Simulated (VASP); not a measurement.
Crystal: GaBiSe4.

```
CELL_PARAMETERS angstrom
4.80595 0.00000 0.00000
-2.40297 4.16207 0.00000
0.00000 0.00000 8.35900
ATOMIC_POSITIONS crystal
Ga 0.00000 0.00000 0.50000
Bi 0.00000 0.00000 0.00000
Se 0.33333 0.66667 0.50000
Se 0.66667 0.33333 0.50000
Se 0.00000 0.00000 0.75604
Se 0.00000 0.00000 0.24396
```

The cell was built by a generator and needn't be a form met in nature.

- Program: VASP 6.6.1
- Task: relaxation of cell and atoms
- Functional: PBE
- Potentials or basis: VASP PAW PBE potentials, release 64 (Ga_d, Bi_d, Se)
- Cutoff: 520 eV
- k mesh: 4 × 4 × 2
- Occupations: gaussian, width 0.15 eV
- Spin: no spin polarisation

At the start: pressure 32.7 GPa; volume 27.87 Å³/atom.

**Question.** How do energy, volume and symmetry change on relaxing?

**Answer.** Over 16 steps the energy falls by 1476.3 meV/atom and the volume is 35.80 Å³/atom (+28.5 %); space group P6/mmm (No. 191, to 0.05 Å).

The path:
```tsv
step	energy change (eV)	largest force (eV/Å)	pressure (GPa)	volume (Å³)
1	0.0000	11.8613	32.72	167.20
2	-3.5098	1.2203	-4.70	313.05
3	-4.8011	1.0945	-4.11	290.33
4	-5.4219	0.6857	-3.50	275.24
5	-7.6793	2.2600	-0.44	220.07
6	-7.6722	3.6850	6.76	193.35
7	-7.8842	3.0526	1.39	210.32
8	-7.9328	3.3817	2.55	205.35
9	-7.9297	3.3300	2.30	206.12
10	-8.4603	1.3918	-1.68	221.46
11	-8.4649	1.3092	-2.01	223.03
12	-8.8333	0.4718	-0.32	216.25
13	-8.8442	0.1852	0.15	214.96
14	-8.8443	0.2244	0.07	215.12
15	-8.8553	0.0680	0.03	214.94
16	-8.8577	0.0195	0.01	214.83
```

Final structure:
```cif
data_structure
_symmetry_space_group_name_H-M 'P 1'
_symmetry_Int_Tables_number 1
_cell_length_a 4.9212
_cell_length_b 4.9212
_cell_length_c 10.2427
_cell_angle_alpha 90.000
_cell_angle_beta 90.000
_cell_angle_gamma 120.000
_cell_volume 214.83
loop_
_atom_site_label
_atom_site_type_symbol
_atom_site_fract_x
_atom_site_fract_y
_atom_site_fract_z
_atom_site_occupancy
Ga1 Ga 0.00000 0.00000 0.50000 1
Bi1 Bi 0.00000 0.00000 0.00000 1
Se1 Se 0.33333 0.66667 0.50000 1
Se2 Se 0.66667 0.33333 0.50000 1
Se3 Se 0.00000 0.00000 0.74722 1
Se4 Se 0.00000 0.00000 0.25278 1
```

Caveat: the k mesh is coarse (spacing up to 0.38 Å⁻¹), so the values aren't converged; the volume moved by over 15 % at a fixed basis, so the end points are rough.
